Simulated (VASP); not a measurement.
Input:

```yaml
crystal:
  lattice:
    - [4.00576, 0.00000, 0.00000]
    - [0.00000, 4.00576, 0.00000]
    - [0.00000, 0.00000, 4.06239]
  atoms:
    - { symbol: Ba, position: [0.00000, 0.00000, 0.99975] }
    - { symbol: Ti, position: [0.50000, 0.50000, 0.51305] }
    - { symbol: O, position: [0.50000, 0.50000, 0.97823] }
    - { symbol: O, position: [0.00000, 0.50000, 0.48648] }
    - { symbol: O, position: [0.50000, 0.00000, 0.48648] }
```

Level of theory: TPSS meta-GGA, VASP's PBE PAW potentials (set 64) (plane waves; VASP 6.6.1). Numerical set-up: 520 eV cut-off, 6×6×6 Γ-centred mesh, tetrahedra with Blöchl corrections, potentials Ba_sv Ti_sv O.

The cores are frozen, which limits the accuracy of field gradients.

Give the principal components of the electric field gradient (V/Å²) and the asymmetry η at each nucleus.

```json
[
 {"atom": "Ba1", "Vxx": "1.7", "Vyy": "1.7", "Vzz": "-3.5", "η": "0.00"},
 {"atom": "Ti2", "Vxx": "-3.2", "Vyy": "-3.2", "Vzz": "6.4", "η": "0.00"},
 {"atom": "O3", "Vxx": "-8.9", "Vyy": "-8.9", "Vzz": "17.8", "η": "0.00"},
 {"atom": "O4", "Vxx": "-12.7", "Vyy": "-10.2", "Vzz": "23.0", "η": "0.11"},
 {"atom": "O5", "Vxx": "-12.7", "Vyy": "-10.2", "Vzz": "23.0", "η": "0.11"}
]
```

The compound is BaTiO3 in the tetragonal perovskite structure. It was relaxed first.
